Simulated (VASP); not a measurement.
Given:

```
CELL_PARAMETERS angstrom
      1.62606    -5.40682     0.00000
      1.62606     5.40682     0.00000
      0.00000     0.00000     4.43338
ATOMIC_POSITIONS crystal
  P  0.09620 0.90380 0.91463
  P  0.40380 0.59620 0.41463
  P  0.59620 0.40380 0.58537
  P  0.90380 0.09620 0.08537
```

All values below come from PW91 GGA, VASP's PBE PAW potentials (set 64) (plane waves; VASP). Settings: 520 eV cut-off, 7×7×5 Γ-centred mesh, Gaussian smearing of 0.050 eV, potentials P.

Without a dispersion term in the relaxation, distances and binding between the weakly bound layers, chains or molecules are unreliable, and so is what depends on them.

Task: The ions and cell shape at fixed volume are relaxed. Predict the relaxed structure.

Result: 
```
CELL_PARAMETERS angstrom
      1.66012    -5.32599     0.00000
      1.66012     5.32599     0.00000
      0.00000     0.00000     4.40832
ATOMIC_POSITIONS crystal
  P  0.10038 0.89962 0.91855
  P  0.39962 0.60038 0.41855
  P  0.60038 0.39962 0.58145
  P  0.89962 0.10038 0.08145
```
Space group Cmce (64), at a tolerance of 0.03 Å.

Task: How much energy does the relaxation gain?

Result: The energy (σ→0) changes by -14.1 meV/atom, in 9 ionic steps.

```
step  E(σ→0) (eV)  max force (eV/Å)  pressure (GPa)  volume (Å³)
----  -----------  ----------------  --------------  -----------
1        -21.4119             0.527            5.07        77.95
2        -21.4528             0.228            2.97        77.95
3        -21.4602             0.228            1.62        77.95
4        -21.4672             0.061            1.02        77.95
5        -21.4674             0.029            1.11        77.95
6        -21.4680             0.014            1.12        77.95
7        -21.4680             0.015            1.12        77.95
8        -21.4681             0.010            1.12        77.95
9        -21.4683             0.007            1.14        77.95
```

The compound is P in the black structure. This cell is one point of a volume scan, at 0.94 of the reference volume. Symmetry was kept, so distortions that lower it aren't found.
